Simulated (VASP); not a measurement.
```
CELL_PARAMETERS angstrom
      0.00000     1.98298     1.98298
      1.98298     0.00000     1.98298
      1.98298     1.98298     0.00000
ATOMIC_POSITIONS crystal
  Pt 0.00000 0.00000 0.00000
```

These are PBE GGA with spin-orbit coupling, VASP's PBE PAW potentials (set 64) (plane waves; VASP) values and carry that method's errors. Run with 400 eV cut-off, 14×14×14 Γ-centred mesh, Gaussian smearing of 0.050 eV, potentials Pt.

**Question.** Give the energies of bands 1 to 12 at the high-symmetry points, in eV from the Fermi level.

**Answer.** 
```
band      Γ      X      U      L      W
----  -----  -----  -----  -----  -----
1     -9.85  -6.78  -6.03  -7.04  -5.47
2     -9.85  -6.78  -6.03  -7.04  -5.47
3     -4.07  -6.36  -5.29  -4.22  -4.58
4     -4.07  -6.36  -5.29  -4.22  -4.58
5     -4.07  -0.21  -2.82  -3.22  -4.28
6     -4.07  -0.21  -2.82  -3.22  -4.28
7     -3.08   0.09  -1.28  -0.45  -1.80
8     -3.08   0.09  -1.28  -0.45  -1.80
9     -1.38   1.03  -0.05  -0.28   0.48
10    -1.38   1.03  -0.05  -0.28   0.48
11    -1.38   1.65   5.53   0.37   6.86
12    -1.38   1.65   5.53   0.37   6.86
```

It has no gap at this level: it comes out as a metal or semimetal.

The compound is Pt in the fcc structure. It was relaxed first.
